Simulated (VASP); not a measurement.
OSZICAR of a VASP run on KI (rock salt):

OSZICAR:
```
       N       E                     dE             d eps       ncg     rms          rms(c)
DAV:   1     0.906204002797E+02    0.90620E+02   -0.47638E+03  2088   0.309E+02
DAV:   2    -0.178133563856E+01   -0.92402E+02   -0.86261E+02  2536   0.110E+02
DAV:   3    -0.576439425526E+01   -0.39831E+01   -0.39458E+01  2760   0.194E+01
DAV:   4    -0.589813728981E+01   -0.13374E+00   -0.13356E+00  2996   0.298E+00
DAV:   5    -0.589910741301E+01   -0.97012E-03   -0.97009E-03  2660   0.246E-01    0.307E+00
DAV:   6    -0.581916111710E+01    0.79946E-01   -0.16133E-02  2556   0.807E-01    0.220E+00
DAV:   7    -0.581242264723E+01    0.67385E-02   -0.36040E-02  2648   0.702E-01    0.782E-01
DAV:   8    -0.581545333509E+01   -0.30307E-02   -0.54477E-03  2596   0.272E-01    0.245E-01
DAV:   9    -0.581609242354E+01   -0.63909E-03   -0.62046E-04  2532   0.737E-02    0.790E-02
DAV:  10    -0.581611679852E+01   -0.24375E-04   -0.36514E-05  2828   0.156E-02    0.399E-02
DAV:  11    -0.581616832268E+01   -0.51524E-04   -0.44499E-05  2352   0.183E-02    0.184E-02
DAV:  12    -0.581616777800E+01    0.54468E-06   -0.11633E-06  2504   0.347E-03    0.105E-02
DAV:  13    -0.581616762020E+01    0.15779E-06   -0.89276E-07  2388   0.280E-03    0.981E-03
DAV:  14    -0.581616771973E+01   -0.99530E-07   -0.60804E-08  2628   0.807E-04
   1 F= -.58161677E+01 E0= -.58161677E+01  d E =-.242844E-22
 imaginary and real dielectric function
```

Which electronic solver shows in the log?

It is blocked Davidson (ALGO = Normal, or the opening steps of other solvers). The INCAR had ALGO = Normal.

Can the final energy be trusted as converged?

Self-consistency was reached. It stopped with EDIFF = 1E-7, NELM = 100 (PBEsol GGA, plane waves, VASP's PBE PAW potentials (set 64)).

The compound is KI in the rock salt structure. It was relaxed first.
